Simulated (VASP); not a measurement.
VASP ran on this input.

INCAR:
```
SYSTEM = GaP
PREC = Accurate
ENCUT = 520
EDIFF = 1E-6
NELM = 100
ALGO = Normal
LREAL = .FALSE.
LASPH = .TRUE.
ISMEAR = 0
SIGMA = 0.05
GGA = PE
IVDW = 11
LMAXMIX = 4
LWAVE = .FALSE.
LCHARG = .FALSE.
IBRION = 2
ISIF = 3
NSW = 60
EDIFFG = -0.01
```

**KPOINTS**
```
Automatic mesh
0
Gamma
8 8 8
0 0 0
```

File POSCAR:
```
GaP
1
    0.0000000000     2.7250000000     2.7250000000
    2.7250000000     0.0000000000     2.7250000000
    2.7250000000     2.7250000000     0.0000000000
Ga P
1 1
Direct
  0.0000000000   0.0000000000   0.0000000000
  0.2500000000   0.2500000000   0.2500000000
```

POTCAR, in this order: Ga_d P (PBE.64 set). Program: vasp_std.

Question: Translate this PBE-D3 (zero damping) calculation to Quantum ESPRESSO's pw.x.

Answer: One equivalent input (not run):
```
&CONTROL
  calculation = 'vc-relax'
  pseudo_dir = './pseudo'
  outdir = './out'
  tprnfor = .true.
  tstress = .true.
  nstep = 60
  forc_conv_thr = 0.00039
/
&SYSTEM
  ibrav = 0
  nat = 2
  ntyp = 2
  ecutwfc = 80
  occupations = 'smearing'
  smearing = 'gaussian'
  degauss = 0.003675
  input_dft = 'pbe'
  vdw_corr = 'grimme-d3'
  dftd3_version = 3
  dftd3_threebody = .false.
/
&ELECTRONS
  conv_thr = 7.3e-08
  electron_maxstep = 100
/
&IONS
/
&CELL
/
ATOMIC_SPECIES
  Ga 69.723 Ga.upf
  P 30.974 P.upf
CELL_PARAMETERS angstrom
     0.0000000    2.7250000    2.7250000
     2.7250000    0.0000000    2.7250000
     2.7250000    2.7250000    0.0000000
ATOMIC_POSITIONS crystal
  Ga   0.0000000  0.0000000  0.0000000
  P    0.2500000  0.2500000  0.2500000
K_POINTS automatic
  8 8 8 0 0 0
```
Limits of the translation: the potentials are each code's own (VASP's PAW set, PseudoDojo norm-conserving files in pw.x), so ENCUT and ecutwfc are chosen apart and not converted; conv_thr bounds pw.x's estimated SCF error, while EDIFF bounds the energy change between steps; forc_conv_thr acts on force components and is met together with etot_conv_thr.

The compound is GaP in the zinc blende structure. This run relaxes it. Symmetry was kept, so distortions that lower it aren't found.
